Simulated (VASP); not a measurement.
Data:

```yaml
crystal:
  lattice:
    - [4.07865, 0.00000, 0.00000]
    - [-2.03933, 3.53221, 0.00000]
    - [0.00000, 0.00000, 5.51855]
  atoms:
    - { symbol: Al, position: [0.33333, 0.66667, 0.25000] }
    - { symbol: Al, position: [0.66667, 0.33333, 0.75000] }
    - { symbol: P, position: [0.66667, 0.33333, 0.25000] }
    - { symbol: P, position: [0.33333, 0.66667, 0.75000] }
```

Calculation: PBE GGA, VASP's PBE PAW potentials (set 64) (plane waves; VASP 6.6.1). Settings: 400 eV cut-off, Gaussian smearing of 0.050 eV, potentials Al P.

Without a dispersion term in the relaxation, distances and binding between the weakly bound layers, chains or molecules are unreliable, and so is what depends on them.

Problem. Give the energies of bands 3 to 11 at the high-symmetry points, in eV from the Fermi level.

Solution. 
| band | Γ | M | K | A | L | H |
|---|---|---|---|---|---|---|
| 3 | -5.65 | -6.14 | -5.37 | -2.78 | -6.66 | -6.62 |
| 4 | -2.83 | -4.99 | -5.34 | -2.78 | -6.66 | -6.62 |
| 5 | -2.83 | -4.01 | -5.34 | -2.13 | -3.06 | -4.44 |
| 6 | -1.23 | -3.91 | -3.20 | -2.13 | -3.06 | -4.44 |
| 7 | -1.23 | -2.44 | -3.20 | -2.13 | -1.21 | -0.48 |
| 8 | -0.78 | -1.77 | -2.89 | -2.13 | -1.21 | -0.48 |
| 9 | 0.68 | -0.17 | 2.35 | 1.10 | 1.66 | 2.52 |
| 10 | 2.42 | 2.85 | 3.83 | 1.10 | 1.66 | 2.52 |
| 11 | 2.60 | 4.35 | 3.83 | 3.09 | 2.64 | 4.84 |

It has no gap at this level: it comes out as a metal or semimetal.

The structure was generated: AlP was put into the layered h-BN type type (P6_3/mmc), which need not be its known phase. It was relaxed first, which changed the volume by -36 %.
